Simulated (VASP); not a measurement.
Level of theory: r2SCAN meta-GGA, VASP's PBE PAW potentials (set 64) (plane waves; VASP 6.6.1).

VASP input:

### POSCAR
```
BP
1
    0.0000000000     2.2433277623     2.2433277623
    2.2433277623     0.0000000000     2.2433277623
    2.2433277623     2.2433277623     0.0000000000
B P
1 1
Direct
  0.0000000000   0.0000000000   0.0000000000
  0.2500000000   0.2500000000   0.2500000000
```

### KPOINTS
```
kpoints
0
G
  10 10 10
0 0 0
```

**INCAR**
```
# general
SYSTEM =BP
PREC   =Accurate
ENCUT  =600   # plane-wave cut-off (eV)
LREAL  =F   # projection in real space or not
LASPH  =T

# electronic loop
EDIFF  =1E-7   # SCF stop (eV)
NELM   =100   # most electronic steps
ALGO   =Normal
LMIXTAU=T

# smearing
ISMEAR =0
SIGMA  =0.05

# functional
METAGGA=R2SCAN

# ions
IBRION =2   # conjugate gradients
NSW    =30
ISIF   =2
EDIFFG =-0.01   # ionic stop

# output
LWAVE  =F
LCHARG =F
```

POTCAR, in this order: B P (PBE.64 set). Program: vasp_std.

The run wrote:

File OUTCAR:
```
 ion  position               nearest neighbor table
   1  0.000  0.000  0.000-   2 1.94   2 1.94   2 1.94   2 1.94
   2  0.250  0.250  0.250-   1 1.94   1 1.94   1 1.94   1 1.94
  LATTYP: Found a face centered cubic cell.
 ALAT       =     4.4866555246
 Subroutine PRICEL returns:
 Original cell was already a primitive cell.
 Subroutine GETGRP returns: Found 24 space group operations
The static configuration has the point symmetry T_d .
The dynamic configuration has the point symmetry T_d .
 Subroutine INISYM returns: Found 24 space group operations
 Subroutine IBZKPT returns following result:
 Found     47 irreducible k-points:

 Following reciprocal coordinates:
            Coordinates               Weight
  0.000000  0.000000  0.000000      1.000000
  0.100000  0.000000  0.000000      8.000000
  0.200000  0.000000  0.000000      8.000000
  0.300000  0.000000  0.000000      8.000000
  0.400000  0.000000  0.000000      8.000000
  0.500000  0.000000  0.000000      4.000000
  0.100000  0.100000  0.000000      6.000000
  0.200000  0.100000  0.000000     24.000000
  0.300000  0.100000  0.000000     24.000000
  0.400000  0.100000  0.000000     24.000000
  0.500000  0.100000  0.000000     24.000000
 -0.400000  0.100000  0.000000     24.000000
 -0.300000  0.100000  0.000000     24.000000
 -0.200000  0.100000  0.000000     24.000000
 -0.100000  0.100000  0.000000     12.000000
  0.200000  0.200000  0.000000      6.000000
  0.300000  0.200000  0.000000     24.000000
  0.400000  0.200000  0.000000     24.000000
  0.500000  0.200000  0.000000     24.000000
 -0.400000  0.200000  0.000000     24.000000
 -0.300000  0.200000  0.000000     24.000000
 -0.200000  0.200000  0.000000     12.000000
  0.300000  0.300000  0.000000      6.000000
  0.400000  0.300000  0.000000     24.000000
  0.500000  0.300000  0.000000     24.000000
 -0.400000  0.300000  0.000000     24.000000
 -0.300000  0.300000  0.000000     12.000000
  0.400000  0.400000  0.000000      6.000000
  0.500000  0.400000  0.000000     24.000000
 -0.400000  0.400000  0.000000     12.000000
  0.500000  0.500000  0.000000      3.000000
  0.300000  0.200000  0.100000     24.000000
  0.400000  0.200000  0.100000     48.000000
  0.500000  0.200000  0.100000     48.000000
 -0.400000  0.200000  0.100000     24.000000
  0.400000  0.300000  0.100000     24.000000
  0.500000  0.300000  0.100000     48.000000
 -0.400000  0.300000  0.100000     48.000000
 -0.300000  0.300000  0.100000     48.000000
 -0.200000  0.300000  0.100000     24.000000
   k-points           NKPTS =     47   k-points in BZ     NKDIM =     47   number of bands    NBANDS=      8
   number of dos      NEDOS =    301   number of ions     NIONS =      2
   total plane-waves  NPLWV =  21952
   dimension x,y,z NGX =    28 NGY =   28 NGZ =   28
   dimension x,y,z NGXF=    56 NGYF=   56 NGZF=   56
   ions per type =               1   1
   PREC   = accura    normal or accurate (medium, high low for compatibility)
   ISTART =      0    job   : 0-new  1-cont  2-samecut
   ICHARG =      2    charge: 1-file 2-atom 10-const
   ISPIN  =      1    spin polarized calculation?
   LNONCOLLINEAR =      F non collinear calculations
   LSORBIT =      F    spin-orbit coupling
   INIWAV =      1    electr: 0-lowe 1-rand  2-diag
   ENCUT  =  600.0 eV  44.10 Ry    6.64 a.u.   6.34  6.34  6.34*2*pi/ulx,y,z
   NELM   =    100;   NELMIN=  2; NELMDL= -5     # of ELM steps
   EDIFF  = 0.1E-06   stopping-criterion for ELM
   LREAL  =      F    real-space projection
   NLSPLINE    = F    spline interpolate recip. space projectors
   LMAXMIX     =    2 max onsite mixed and CHGCAR
...
```

OSZICAR:
```
       N       E                     dE             d eps       ncg     rms          rms(c)
DAV:   1     0.606945010570E+01    0.60695E+01   -0.46881E+03   752   0.105E+03
DAV:   2    -0.189309119902E+02   -0.25000E+02   -0.24002E+02  1160   0.121E+02
DAV:   3    -0.192172463192E+02   -0.28633E+00   -0.28633E+00   888   0.165E+01
DAV:   4    -0.192179704811E+02   -0.72416E-03   -0.72416E-03  1240   0.788E-01
DAV:   5    -0.192179706497E+02   -0.16863E-06   -0.16863E-06   880   0.106E-02    0.831E+00
DAV:   6    -0.172797784671E+02    0.19382E+01   -0.13825E+00  1096   0.859E+00    0.509E+00
DAV:   7    -0.171627286360E+02    0.11705E+00   -0.50371E-01   760   0.499E+00    0.124E+00
DAV:   8    -0.171552052433E+02    0.75234E-02   -0.23280E-01   832   0.483E+00    0.563E-01
DAV:   9    -0.172627813860E+02   -0.10758E+00   -0.16601E-02   912   0.125E+00    0.344E-01
DAV:  10    -0.172669378666E+02   -0.41565E-02   -0.43273E-04  1040   0.218E-01    0.326E-01
DAV:  11    -0.172993144565E+02   -0.32377E-01   -0.68307E-03   752   0.981E-01    0.804E-02
DAV:  12    -0.173018227102E+02   -0.25083E-02   -0.48336E-03  1024   0.774E-01    0.572E-02
DAV:  13    -0.173020265705E+02   -0.20386E-03   -0.15672E-04   752   0.140E-01    0.290E-02
DAV:  14    -0.173020570894E+02   -0.30519E-04   -0.13702E-05  1056   0.409E-02    0.197E-02
DAV:  15    -0.173020907282E+02   -0.33639E-04   -0.28967E-05   984   0.548E-02    0.955E-03
DAV:  16    -0.173021003945E+02   -0.96663E-05   -0.83412E-06   768   0.327E-02    0.944E-04
DAV:  17    -0.173021000954E+02    0.29911E-06   -0.30295E-07   864   0.689E-03    0.122E-03
DAV:  18    -0.173021003171E+02   -0.22168E-06   -0.59265E-08   400   0.251E-03    0.832E-04
DAV:  19    -0.173021002657E+02    0.51388E-07   -0.20477E-08   376   0.157E-03
   1 F= -.17302100E+02 E0= -.17302100E+02  d E =-.173021E+02
```

### OUTCAR
```
------------------------ aborting loop because EDIFF is reached ----------------------------------------
  FORCE on cell =-STRESS in cart. coord.  units (eV):
  Direction    XX          YY          ZZ          XY          YZ          ZX
  --------------------------------------------------------------------------------------
  Total        0.7674853      0.7674853      0.7674853     -0.0000000      0.0000000      0.0000000
  in kB       54.4593509     54.4593509     54.4593509     -0.0000000      0.0000000      0.0000000
  external PRESSURE =      54.4593509 kB  Pullay stress =       0.0000000 kB
  volume of cell :       22.58
      direct lattice vectors                 reciprocal lattice vectors
     0.000000000  2.243327762  2.243327762    -0.222883169  0.222883169  0.222883169
     2.243327762  0.000000000  2.243327762     0.222883169 -0.222883169  0.222883169
     2.243327762  2.243327762  0.000000000     0.222883169  0.222883169 -0.222883169
  FREE ENERGIE OF THE ION-ELECTRON SYSTEM (eV)
  ---------------------------------------------------
  free  energy   TOTEN  =       -17.3021002657 eV

  energy  without entropy=      -17.3021002657  energy(sigma->0) =      -17.30210027

 reached required accuracy - stopping structural energy minimisation
```
(Selected blocks of OUTCAR.)

**OUTCAR**
```
 val. band max:        7.7996553942   @ k =   0.0000   0.0000   0.0000

 cond. band min:       9.2007890139   @ k =   0.4000   0.4000   0.0000


 Fermi energy:         8.0828215962

 k-point     1 :       0.0000    0.0000    0.0000
  band No.  band energies     occupation
      1      -8.7776      2.00000
      2       7.7997      2.00000
      3       7.7997      2.00000
      4       7.7997      2.00000
      5      11.4950      0.00000
      6      11.4950      0.00000
      7      11.4950      0.00000
      8      16.3647      0.00000

 k-point     2 :       0.1000    0.0000    0.0000
  band No.  band energies     occupation
      1      -8.5829      2.00000
      2       6.4036      2.00000
      3       7.4789      2.00000
      4       7.4789      2.00000
      5      11.9420      0.00000
      6      11.9420      0.00000
      7      12.0201      0.00000
      8      16.8699      0.00000

 k-point     3 :       0.2000    0.0000    0.0000
  band No.  band energies     occupation
      1      -8.0059      2.00000
      2       3.8875      2.00000
      3       6.8714      2.00000
      4       6.8714      2.00000
      5      12.3325      0.00000
      6      12.7219      0.00000
      7      12.7219      0.00000
      8      18.0125      0.00000

 k-point     4 :       0.3000    0.0000    0.0000
  band No.  band energies     occupation
      1      -7.0769      2.00000
      2       1.3454      2.00000
      3       6.3409      2.00000
      4       6.3409      2.00000
      5      12.2916      0.00000
      6      13.0497      0.00000
      7      13.0497      0.00000
      8      18.8379      0.00000

 k-point     5 :       0.4000    0.0000    0.0000
  band No.  band energies     occupation
      1      -5.9119      2.00000
      2      -0.8437      2.00000
      3       6.0051      2.00000
      4       6.0051      2.00000
      5      12.1955      0.00000
      6      12.9433      0.00000
      7      12.9433      0.00000
...
```

The compound is BP in the zinc blende structure. This cell was strained or had an atom moved on purpose.
